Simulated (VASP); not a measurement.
NiS, 4 atoms in the cell. It takes space group P6_3/mmc (No. 194, hexagonal). The conventional cell has a = 3.425 Å, b = 3.425 Å, c = 5.340 Å, α = 90.00°, β = 90.00°, γ = 120.00°. Around Ni (site symmetry -3m) lie 6 S at 2.39 Å and 2 Ni at 2.67 Å. Around S (site symmetry -6m2) lie 6 Ni at 2.39 Å. 

```yaml
Program: VASP 6.6.1
Task: single point
Functional: PBEsol
Potentials_or_basis: VASP PAW PBE potentials, release 64 (Ni, S)
Cutoff: 520 eV
k_mesh: 6 × 6 × 4
Occupations: gaussian, width 0.05 eV
Spin: collinear spin, typed start
Starting_moments: "[2.0, 2.0, 0.0, 0.0] μB"
Dipole_correction: no
Further_INCAR_settings: ALGO = Fast; EDIFF = 1e-06; NBANDS = 28
```

Potentials or basis: VASP PAW PBE potentials, release 64 (Ni, S).

Run with:

```sh
$ cat potpaw_PBE.64/Ni/POTCAR potpaw_PBE.64/S/POTCAR > POTCAR
$ mpirun -np 1 vasp_std > vasp.out
```

Hardware: 1 thread of Intel(R) Xeon(R) Platinum 8375C CPU @ 2.90GHz (Ice Lake) (shared host).

Q: Estimate the wall time of this run.

A: It took 100 s on 1 thread of Intel(R) Xeon(R) Platinum 8375C CPU @ 2.90GHz (Ice Lake) (shared host), peak memory 0.21 GiB. Counts: scf iterations 16, k points 21.
